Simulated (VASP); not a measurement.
Here is the system:

```yaml
crystal:
  lattice:
    - [3.51000, 0.00000, 0.00000]
    - [0.00000, 4.96389, 0.00000]
    - [0.00000, 0.00000, 24.68680]
  atoms:
    - { symbol: Si, position: [0.00000, 0.78580, 0.37433] }
    - { symbol: Si, position: [0.00000, 0.28580, 0.47486] }
    - { symbol: Si, position: [0.00000, 0.78580, 0.57541] }
    - { symbol: Si, position: [0.00000, 0.28580, 0.67594] }
    - { symbol: Ni, position: [0.50000, 0.53580, 0.32406] }
    - { symbol: Ni, position: [0.50000, 0.03580, 0.32406] }
    - { symbol: Ni, position: [0.00000, 0.28580, 0.37433] }
    - { symbol: Ni, position: [0.50000, 0.03580, 0.42460] }
    - { symbol: Ni, position: [0.50000, 0.53580, 0.42460] }
    - { symbol: Ni, position: [0.00000, 0.78580, 0.47486] }
    - { symbol: Ni, position: [0.50000, 0.53580, 0.52514] }
    - { symbol: Ni, position: [0.50000, 0.03580, 0.52514] }
    - { symbol: Ni, position: [0.00000, 0.28580, 0.57541] }
    - { symbol: Ni, position: [0.50000, 0.03580, 0.62567] }
    - { symbol: Ni, position: [0.50000, 0.53580, 0.62567] }
    - { symbol: Ni, position: [0.00000, 0.78580, 0.67594] }
```

Method: PBE GGA, VASP's PBE PAW potentials (set 64) (plane waves; VASP 6.6.1). Numerical set-up: LREAL = Auto, 300 eV cut-off, 8×6×1 Γ-centred mesh, first-order Methfessel-Paxton smearing of 0.10 eV, potentials Si Ni.

At this cut-off the stress carries a Pulay error, which pulls relaxed volumes low. The cell holds a wide vacuum, so values per volume refer to the whole cell.

Task: Which forces act on the atoms, in eV/Å?

Result: 
```json
[
 {"atom": "Si1", "Fx": "0.000", "Fy": "0.000", "Fz": "-0.569"},
 {"atom": "Si2", "Fx": "0.000", "Fy": "0.000", "Fz": "-0.125"},
 {"atom": "Si3", "Fx": "0.000", "Fy": "0.000", "Fz": "0.118"},
 {"atom": "Si4", "Fx": "0.000", "Fy": "0.000", "Fz": "-1.216"},
 {"atom": "Ni5", "Fx": "0.000", "Fy": "0.329", "Fz": "0.684"},
 {"atom": "Ni6", "Fx": "0.000", "Fy": "-0.329", "Fz": "0.684"},
 {"atom": "Ni7", "Fx": "0.000", "Fy": "0.000", "Fz": "-0.313"},
 {"atom": "Ni8", "Fx": "0.000", "Fy": "0.038", "Fz": "-0.111"},
 {"atom": "Ni9", "Fx": "0.000", "Fy": "-0.038", "Fz": "-0.111"},
 {"atom": "Ni10", "Fx": "0.000", "Fy": "0.000", "Fz": "-0.101"},
 {"atom": "Ni11", "Fx": "0.000", "Fy": "-0.014", "Fz": "0.029"},
 {"atom": "Ni12", "Fx": "0.000", "Fy": "0.014", "Fz": "0.029"},
 {"atom": "Ni13", "Fx": "0.000", "Fy": "0.000", "Fz": "-0.084"},
 {"atom": "Ni14", "Fx": "0.000", "Fy": "0.054", "Fz": "0.714"},
 {"atom": "Ni15", "Fx": "0.000", "Fy": "-0.054", "Fz": "0.714"},
 {"atom": "Ni16", "Fx": "0.000", "Fy": "0.000", "Fz": "-0.341"}
]
```

Task: Give the stress tensor in GPa (positive for a compressed cell).

Result: 
```
-2.29   0.00   0.00
 0.00  -3.31   0.00
 0.00   0.00  -1.95
```
The pressure is its mean diagonal, -2.52 GPa.

The cell is a sheet with vacuum, built from a generated structure. The run is not spin-polarised, so no magnetic state was tried.
